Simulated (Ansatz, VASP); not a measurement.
# Hf2Sb3Te in two plane-wave programs, part 3 of 3

One calculation is typed for both programs; each brings its own data sets. How far apart do they land?  Valence electrons are named where the data sets of a main pair hold unlike numbers.

VASP 6.6.1 and Ansatz 0.2.0.

So far: The structure; Ansatz: single point, r2SCAN with rVV10; VASP: single point, r2SCAN with rVV10.

## (3) VASP: single point, r2SCAN with rVV10 (continued)

Level of this step: r2SCAN with rVV10, spin-polarised from a ferromagnetic start; plane waves and PAW (Te, Sb, Hf) (VASP).

Numbers of over 12 decimals in the logs are rounded to 6 here.

Parts of OUTCAR (step 3):

```text
ion  position               nearest neighbor table
   1  0.000  0.871  0.263-  13 3.01  13 3.01   4 3.42
   2  0.500  0.575  0.427-  15 2.97  15 2.97  14 3.00  14 3.00  13 3.08   7 3.42   4 3.49   4 3.49

  LATTYP: Found a simple orthorhombic cell.
 ALAT       =     3.6922890000
 B/A-ratio  =     2.3701360454
 C/A-ratio  =     7.7130194917

 Subroutine GETGRP returns: Found  2 space group operations
 (whereof  2 operations were pure point group operations)

The static configuration has the point symmetry C_1h.

 Found      6 irreducible k-points:

   k-points           NKPTS =      6   k-points in BZ     NKDIM =      6   number of bands    NBANDS=     92

   dimension x,y,z NGX =    16 NGY =   40 NGZ =  126
   dimension x,y,z NGXF=    32 NGYF=   80 NGZF=  252

   ENCUT  =  300.0 eV  22.05 Ry    4.70 a.u.   5.21 12.36 40.22*2*pi/ulx,y,z

   NELECT =      87.0000    total number of electrons

 k-points in reciprocal lattice and weights: Automatic mesh
   0.00000000  0.00000000  0.00000000       0.125
   0.25000000  0.00000000  0.00000000       0.250
   0.50000000  0.00000000  0.00000000       0.125
   0.00000000  0.50000000  0.00000000       0.125
   0.25000000  0.50000000  0.00000000       0.250
   0.50000000  0.50000000  0.00000000       0.125

 dipolmoment           0.000000      0.000000     -0.221092 electrons x Angstroem

 average (electrostatic) potential at core
       1 -97.7671       2 -98.3341       3 -98.4497       4 -96.0235       5 -96.3302
       6 -96.3005       7 -95.9016       8 -96.4057       9 -96.2287      10 -95.9052
      11 -96.1508      12 -95.8852      13 -45.9975      14 -45.7739      15 -45.7458
      16 -45.9081      17 -45.9962      18 -46.4109

 E-fermi :   1.1411

 spin component 1
 k-point     1 :       0.0000    0.0000    0.0000
  band No.  band energies     occupation
    ...
     39       0.5419      1.00000
     40       0.7900      1.00000
     41       0.8647      1.00000
     42       0.9129      1.00000
     43       0.9758      1.00000
     44       1.2248      0.00897
     45       1.5109      0.00000
     46       1.6793      0.00000
     47       1.9141      0.00000
     48       2.0111      0.00000
    ...

 k-point     2 :       0.2500    0.0000    0.0000
  band No.  band energies     occupation
    ...
     41       0.2373      1.00000
     42       0.5578      1.00000
     43       0.6065      1.00000
     44       0.8170      1.00000
     45       1.0894      0.92813
     46       1.3589      0.00000
     47       1.6649      0.00000
     48       1.7584      0.00000
     49       2.3784      0.00000
     50       2.4316      0.00000
    ...

 k-point     3 :       0.5000    0.0000    0.0000
  band No.  band energies     occupation
    ...
     42       0.1768      1.00000
     43       0.4247      1.00000
     44       0.7100      1.00000
     45       0.7907      1.00000
     46       1.0998      0.87875
     47       1.1737      0.17856
     48       1.2256      0.00841
     49       2.2408      0.00000
     50       2.4354      0.00000
     51       2.7469      0.00000
    ...

 k-point     4 :       0.0000    0.5000    0.0000
  band No.  band energies     occupation
    ...
     38       0.5301      1.00000
     39       0.7467      1.00000
     40       0.7562      1.00000
     41       0.8893      1.00000
     42       1.1037      0.85476
     43       1.3496      0.00000
     44       1.4951      0.00000
     45       1.5629      0.00000
     46       1.6147      0.00000
     47       2.0634      0.00000
    ...

 k-point     5 :       0.2500    0.5000    0.0000
  band No.  band energies     occupation
    ...
     41       0.3575      1.00000
     42       0.5462      1.00000
     43       0.6506      1.00000
     44       0.7462      1.00000
     45       1.0711      0.97616
     46       1.2084      0.02858
     47       1.6228      0.00000
     48       1.9586      0.00000
     49       2.3130      0.00000
     50       2.4404      0.00000
    ...

 k-point     6 :       0.5000    0.5000    0.0000
  band No.  band energies     occupation
    ...
     44       0.8570      1.00000
     45       0.8743      1.00000
     46       1.0341      0.99877
     47       1.1072      0.83109
     48       1.6049      0.00000
     49       2.3341      0.00000
     50       2.5033      0.00000
     51       2.5977      0.00000
     52       2.7832      0.00000
     53       3.0773      0.00000
    ...

  Total       -6.7609945     -7.8309371     -3.1530554      0.0000000      0.4004468      0.0000000
  in kB      -11.7716246    -13.6345107     -5.4898114      0.0000000      0.6972214      0.0000000
  external PRESSURE =     -10.2986489 kB  Pullay stress =       0.0000000 kB

  energy-cutoff  :      300.00
  volume of cell :      920.21
      direct lattice vectors                 reciprocal lattice vectors
     3.692289000  0.000000000  0.000000000     0.270834704  0.000000000  0.000000000
     0.000000000  8.751227249  0.000000000     0.000000000  0.114269687  0.000000000
     0.000000000  0.000000000 28.478697026     0.000000000  0.000000000  0.035113966

 POSITION                                       TOTAL-FORCE (eV/Angst)
 -----------------------------------------------------------------------------------
      0.00000      7.62515      7.50000         0.000000     -0.490602      0.867048
      1.84614      5.03567     12.16027         0.000000     -0.134194     -0.263639
      0.00000      2.44503     16.76793         0.000000      0.033108     -0.074252
      0.00000      4.66771      9.22020         0.000000      0.776120      0.109997
      1.84614      1.28895      9.71422         0.000000     -0.011381      0.671975
      0.00000      8.45377     11.65816         0.000000      0.475144     -0.719524
      1.84614      2.07823     13.88047         0.000000      0.231058     -0.000573
      0.00000      7.49433     14.40021         0.000000     -0.001943      0.000410
      1.84614      5.89735     16.17858         0.000000     -0.022026      0.004215
      0.00000      8.33921     18.65372         0.000000     -0.041594      0.005013
      1.84614      4.80343     18.82402         0.000000     -0.033765     -0.008844
      0.00000      3.20087     21.02113         0.000000     -0.001737      0.023258
      1.84614      7.01615      9.79984         0.000000     -0.247201     -0.937001
      0.00000      2.73978     11.57290         0.000000     -0.482467      0.314843
      0.00000      4.44656     14.40993         0.000000      0.015962      0.015614
      1.84614      0.17642     16.24254         0.000000     -0.008818      0.004399
      1.84614      1.93286     19.02999         0.000000     -0.026813     -0.012530
      0.00000      6.07526     20.49107         0.000000     -0.028851     -0.000411
 -----------------------------------------------------------------------------------
    total drift:                                0.000000     -0.098973     -0.020484

  FREE ENERGIE OF THE ION-ELECTRON SYSTEM (eV)
  ---------------------------------------------------
  free  energy   TOTEN  =      -579.8692299520 eV

  energy  without entropy=     -579.8599028456  energy(sigma->0) =     -579.86456640

 total charge
# of ion       s       p       d       tot
------------------------------------------
    1        1.398   1.930   0.023   3.351
    2        1.363   2.055   0.063   3.481
    3        1.363   2.065   0.066   3.493
    4        1.165   1.198   0.025   2.388
    5        1.176   1.192   0.035   2.403
    6        1.144   1.267   0.042   2.454
    7        1.125   1.314   0.037   2.477
    8        1.146   1.261   0.048   2.455
    9        1.138   1.298   0.048   2.483
   10        1.113   1.348   0.031   2.492
   11        1.135   1.327   0.055   2.516
   12        1.148   1.267   0.025   2.440
   13        0.379   0.454   1.932   2.765
   14        0.384   0.471   2.005   2.860
   15        0.385   0.473   2.044   2.902
   16        0.376   0.472   2.014   2.861
   17        0.397   0.460   2.002   2.859
   18        0.421   0.385   1.904   2.710
--------------------------------------------------
tot         16.756  20.238  12.397  49.392

 magnetization (x)
# of ion       s       p       d       tot
------------------------------------------
    1        0.014   0.329   0.001   0.344
    2        0.000  -0.006   0.001  -0.005
    3        0.000  -0.004   0.001  -0.002
    4        0.012   0.055   0.003   0.070
    5        0.006   0.040   0.002   0.048
    6        0.001   0.005   0.002   0.008
    7       -0.001  -0.004   0.001  -0.005
    8       -0.000   0.007   0.001   0.007
    9        0.001   0.025   0.000   0.026
   10       -0.000   0.012   0.003   0.015
   11       -0.001  -0.014   0.007  -0.009
   12        0.000   0.000   0.001   0.001
   13        0.001   0.006   0.075   0.083
   14        0.010   0.018   0.143   0.170
   15        0.002   0.004   0.009   0.015
   16        0.005   0.006   0.091   0.102
   17        0.009   0.008   0.060   0.076
   18        0.040   0.068   0.472   0.580
--------------------------------------------------
tot          0.100   0.553   0.872   1.525

[... 6 further parts left out ...]
```

With spin, VASP writes an ELF for each channel. The data set Hf keeps the semicore shell frozen, which is cheaper and a little less accurate.

## (4) Side by side

Known differences besides the potentials themselves: VASP keeps PBE cores, Ansatz makes them for the functional; the data sets hold 339 valence electrons in Ansatz (on its default PAW (the set named soft_2) files) and 87 in VASP; the cutoff is 500 eV in Ansatz and 300 eV in VASP (PREC = Normal, projectors in real space); site moments are counted in spheres of each program's own size. Total energies have different zeros and are not compared.

Compared:

```
                                   quantity  Ansatz  VASP  difference
                          total moment (μB)    2.42  2.43       -0.02
                        moment on Hf18 (μB)    0.37  0.58       -0.21
                         moment on Te1 (μB)    0.37  0.34       +0.03
                        moment on Hf14 (μB)    0.12  0.17       -0.05
                        moment on Hf16 (μB)    0.07  0.10       -0.03
                        moment on Hf13 (μB)    0.06  0.08       -0.02
                        moment on Hf17 (μB)    0.05  0.08       -0.02
                         moment on Sb4 (μB)    0.09  0.07       +0.02
                         moment on Sb5 (μB)    0.06  0.05       +0.01
 work function, lower of the two faces (eV)    4.10  4.33       -0.23
work function, higher of the two faces (eV)    5.13  5.60       -0.47
```

Forces on 10 of the 18 atoms, those with the largest forces and the largest differences (eV/Å; atoms numbered as in POSCAR):

```
atom         Ansatz x, y, z           VASP x, y, z
 Te1   0.000, -0.480, 0.808   0.000, -0.491, 0.867
 Te2  0.000, -0.101, -0.273  0.000, -0.134, -0.264
 Sb4    0.000, 0.760, 0.093    0.000, 0.776, 0.110
 Sb5   0.000, -0.029, 0.664   0.000, -0.011, 0.672
 Sb6   0.000, 0.504, -0.662   0.000, 0.475, -0.720
Sb11  0.000, -0.036, -0.086  0.000, -0.034, -0.009
Hf13  0.000, -0.280, -0.933  0.000, -0.247, -0.937
Hf14   0.000, -0.507, 0.297   0.000, -0.482, 0.315
Hf17   0.000, -0.061, 0.053  0.000, -0.027, -0.013
Hf18    0.000, 0.044, 0.081   0.000, -0.029, 0.000
```

The forces differ by 29 meV/Å r.m.s., which is 10.3 % of the r.m.s. force of 0.280 eV/Å (both taken over all components). VASP's log warns that it found no field-free region in the vacuum, so its work functions are uncertain. VASP's last cycles still show a density residual of 2e-02, so its state may not be settled. With vacuum in the cell, a pressure given here is an average over mostly empty space and none of the material.

## (5) Further runs

Further runs change the set-up of one program: Ansatz's method, potentials or start, or VASP's data sets, cutoff or form of LDA. The table gives Ansatz less VASP for each quantity, since a change that brings one quantity closer may part another.

```
                                    run  r.m.s. force difference (meV/Å)  total moment (μB)  work function, lower of the two faces (eV)  work function, higher of the two faces (eV)
                               as above                               29             -0.016                                       -0.23                                        -0.47
                   cores kept as stored                               29             -0.016                                       -0.23                                        -0.47
Ansatz's larger PAW set (cutoff 620 eV)                               29             -0.017                                       -0.23                                        -0.47
```

## (6) Results

| Property | Result |
| --- | --- |
| r.m.s. force difference (single point, r2SCAN with rVV10) | 10 % of the r.m.s. force |

**Reading.** The r.m.s. force difference is 10 % of the r.m.s. force (single point, r2SCAN with rVV10), beyond the 3 % picked in this series as the mark of a large difference. The data sets hold unlike numbers of valence electrons (339 in Ansatz and 87 in VASP), so part of the differences comes from the potentials. For single point, r2SCAN with rVV10, no further run moves any of the tabulated differences by more than a quarter of its size. 1 further run of this series is not shown here. How closely two codes agree says nothing of how well the functional describes the real material.

[Lines on the potential files, build, host, timing and source positions are cut from VASP's logs without a mark.]

[Logs are printed without paths, hosts, clocks, repeated set-up lines and the standing remarks that a program may print on its own settings, such as how far it seeks lower states.]

[Hosts, paths, dates, database ids (printed as entryN), source tags and the programs' standing remarks are cut or masked in the printed files.]
